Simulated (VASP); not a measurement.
Here is the system:

```
SrTe
1.0
    0.00000     3.18780     3.18780
    3.18780     0.00000     3.18780
    3.18780     3.18780     0.00000
Sr Te
1 1
Direct
  0.00000   0.00000   0.00000
  0.50000   0.50000   0.50000
```

The numbers are results of PBEsol GGA, VASP's PBE PAW potentials (set 64) (plane waves; VASP 6.6.1), not measurements. Run with 500 eV cut-off, 7×7×7 Γ-centred mesh, Gaussian smearing of 0.050 eV, potentials Sr_sv Te.

Energy and stress use the plane-wave basis of the starting cell.

Problem. The ions, cell shape and volume at an external pressure of 10.0 GPa are relaxed. Which structure does the run end with?

Solution. 
```
SrTe
1.0
    0.00000     3.10712     3.10712
    3.10712     0.00000     3.10712
    3.10712     3.10712     0.00000
Sr Te
1 1
Direct
  0.00000   0.00000   0.00000
  0.50000   0.50000   0.50000
```
Space group Fm-3m (225), at a tolerance of 0.03 Å.

Problem. How do energy and volume change from the first to the last step?

Solution. The energy (σ→0) changes by +109.4 meV/atom and the volume by -7.4 %, in 3 ionic steps.

```json
[
 {"step": "1", "E(σ→0) (eV)": "-8.7262", "max force (eV/Å)": "0.000", "pressure (GPa)": "4.99", "volume (Å³)": "64.79"},
 {"step": "2", "E(σ→0) (eV)": "-8.1661", "max force (eV/Å)": "0.000", "pressure (GPa)": "16.12", "volume (Å³)": "55.74"},
 {"step": "3", "E(σ→0) (eV)": "-8.5074", "max force (eV/Å)": "0.000", "pressure (GPa)": "9.93", "volume (Å³)": "59.99"}
]
```

The structure was generated: SrTe was put into the rock salt type (Fm-3m), which need not be its known phase. This run relaxes it under an external pressure of 10 GPa. Symmetry was kept, so distortions that lower it aren't found.
